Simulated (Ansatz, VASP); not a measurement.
One calculation of TiSn, two programs

```xyz
2
Lattice="0.0000 2.8005 2.8005 2.8005 0.0000 2.8005 2.8005 2.8005 0.0000" Properties=species:S:1:pos:R:3 pbc="T T T"
Ti    0.0000    0.0000    0.0000
Sn    2.8005    2.8005    2.8005
```

The cell was built by a generator and needn't be a form met in nature.

Alike in both runs: task single point; functional PBE; k mesh 8 × 8 × 8; occupations fermi-dirac, width 0.05 eV; no spin polarisation.

|  | VASP | Ansatz |
| --- | --- | --- |
| version | VASP 6.6.1 | Ansatz 0.2.0 |
| potentials or method | VASP PAW PBE potentials, release 64 (Ti_sv, Sn_d) | Ansatz PAW soft_1 |
| plane-wave cutoff (eV) | 520 | 420 |
| valence electrons in the cell | 26 | 26 |

|  | VASP | Ansatz | Ansatz less VASP |
| --- | --- | --- | --- |
| gap on the k mesh at the Fermi level (eV) | none | none | - |
| pressure (GPa) | 0.0 | 0.0 | 0.00 |

A gap of «none» marks a metal or a gap that the smearing closes. The functional is the same, so the differences come from potentials, cutoffs and numerics.
